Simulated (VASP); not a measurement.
A convergence study with VASP on Ni (fcc): one setting is varied, all else stays as given below, so the limit is that of these other settings.

```
Ni
1.0
    0.00000     1.76000     1.76000
    1.76000     0.00000     1.76000
    1.76000     1.76000     0.00000
Ni
1
Direct
  0.00000   0.00000   0.00000
```
Starting moments (μB, in the order of the record's atoms Ni): 0.8.

Level of theory: LDA (Ceperley-Alder, Perdew-Zunger), VASP's LDA PAW potentials (set 64) (plane waves; VASP). The tightest run used: 550 eV cut-off, 24×24×24 Monkhorst-Pack mesh, first-order Methfessel-Paxton smearing of 0.10 eV, potentials Ni.

Task: The settings run are 1×1×1 mesh; 2×2×2 mesh; 3×3×3 mesh; 4×4×4 mesh; 5×5×5 mesh; 6×6×6 mesh; 7×7×7 mesh; 8×8×8 mesh; 9×9×9 mesh; 10×10×10 mesh; 11×11×11 mesh; 12×12×12 mesh; 13×13×13 mesh; 14×14×14 mesh; 15×15×15 mesh; 16×16×16 mesh; 17×17×17 mesh; 18×18×18 mesh; 19×19×19 mesh; 20×20×20 mesh; 21×21×21 mesh; 22×22×22 mesh; 23×23×23 mesh; 24×24×24 mesh. From which on does the energy per atom stay within 0.01 eV/atom of the tightest run?

Result: From 6×6×6 mesh on: it is off by 0.0032 there and by no more than 0.01 in any finer run, while 5×5×5 mesh is off by 0.0887.
| setting | E (eV/atom) | pressure (GPa) | moment (μB) | irreducible k-points | difference judged (eV/atom) |
|---|---|---|---|---|---|
| 1×1×1 mesh | -16.8895 | -91.20 | 2.000 | 1 | 10.3624 |
| 2×2×2 mesh | -6.7083 | -20.86 | 0.500 | 2 | 0.1811 |
| 3×3×3 mesh | -6.3700 | -9.78 | 1.111 | 4 | 0.1572 |
| 4×4×4 mesh | -6.5447 | -17.16 | 0.688 | 10 | 0.0175 |
| 5×5×5 mesh | -6.4385 | -13.22 | 0.944 | 10 | 0.0887 |
| 6×6×6 mesh | -6.5240 | -17.75 | 0.502 | 28 | 0.0032 |
| 7×7×7 mesh | -6.5246 | -18.21 | 0.421 | 20 | 0.0026 |
| 8×8×8 mesh | -6.5306 | -17.62 | 0.570 | 60 | 0.0034 |
| 9×9×9 mesh | -6.5356 | -18.10 | 0.500 | 35 | 0.0084 |
| 10×10×10 mesh | -6.5276 | -17.32 | 0.610 | 110 | 0.0004 |
| 11×11×11 mesh | -6.5302 | -17.70 | 0.565 | 56 | 0.0030 |
| 12×12×12 mesh | -6.5269 | -17.40 | 0.591 | 182 | 0.0003 |
| 13×13×13 mesh | -6.5304 | -17.39 | 0.615 | 84 | 0.0032 |
| 14×14×14 mesh | -6.5275 | -17.49 | 0.585 | 280 | 0.0003 |
| 15×15×15 mesh | -6.5277 | -17.23 | 0.622 | 120 | 0.0005 |
| 16×16×16 mesh | -6.5274 | -17.33 | 0.607 | 408 | 0.0002 |
| 17×17×17 mesh | -6.5251 | -17.08 | 0.643 | 165 | 0.0021 |
| 18×18×18 mesh | -6.5270 | -17.40 | 0.595 | 570 | 0.0001 |
| 19×19×19 mesh | -6.5262 | -17.54 | 0.565 | 220 | 0.0010 |
| 20×20×20 mesh | -6.5274 | -17.41 | 0.595 | 770 | 0.0002 |
| 21×21×21 mesh | -6.5278 | -17.55 | 0.572 | 286 | 0.0006 |
| 22×22×22 mesh | -6.5272 | -17.37 | 0.602 | 1012 | 0.0001 |
| 23×23×23 mesh | -6.5277 | -17.46 | 0.594 | 364 | 0.0005 |
| 24×24×24 mesh | -6.5272 | -17.40 | 0.596 | 1300 | 0.0000 |

Left out are rungs that failed or repeat a setting and relaxations that didn't move; long series are thinned to 24 rows.

The compound is Ni in the fcc structure. The cell was not relaxed at this level. The spin order is the one that the start imposed; others were not tried in this run.
